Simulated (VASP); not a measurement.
Given:

```
PbO
1.0
    4.13805     0.00000     0.00000
    0.00000     4.13805     0.00000
    0.00000     0.00000     5.51446
Pb O
2 2
Direct
  0.50000   0.00000   0.77990
  0.00000   0.50000   0.22010
  0.50000   0.50000   0.00000
  0.00000   0.00000   0.00000
```

Level of theory: PW91 GGA, VASP's PBE PAW potentials (set 64) (plane waves; VASP 6.6.1). Run with 520 eV cut-off, 6×6×4 Γ-centred mesh, Gaussian smearing of 0.050 eV, potentials Pb_d O.

Without a dispersion term in the relaxation, distances and binding between the weakly bound layers, chains or molecules are unreliable, and so is what depends on them.

The ions and cell shape at fixed volume are relaxed. What does this cell relax into?

```
PbO
1.0
    4.06177     0.00000     0.00000
    0.00000     4.06177     0.00000
    0.00000     0.00000     5.72354
Pb O
2 2
Direct
  0.50000   0.00000   0.79168
  0.00000   0.50000   0.20832
  0.50000   0.50000   0.00000
  0.00000   0.00000   0.00000
```
Space group P4/nmm (129), at a tolerance of 0.03 Å.

How much energy does the relaxation gain?

The energy (σ→0) changes by -14.5 meV/atom, in 8 ionic steps.

| step | E(σ→0) (eV) | max force (eV/Å) | pressure (GPa) | volume (Å³) |
|---|---|---|---|---|
| 1 | -21.6565 | 0.708 | -3.58 | 94.43 |
| 2 | -21.6926 | 0.276 | -2.18 | 94.43 |
| 3 | -21.7007 | 0.045 | -1.11 | 94.43 |
| 4 | -21.7073 | 0.043 | -0.88 | 94.43 |
| 5 | -21.7145 | 0.022 | -0.28 | 94.43 |
| 6 | -21.7145 | 0.023 | -0.30 | 94.43 |
| 7 | -21.7145 | 0.024 | -0.32 | 94.43 |
| 8 | -21.7145 | 0.007 | -0.41 | 94.43 |

The compound is PbO in the litharge structure. This cell is one point of a volume scan, at 1.06 of the reference volume. Symmetry was kept, so distortions that lower it aren't found.
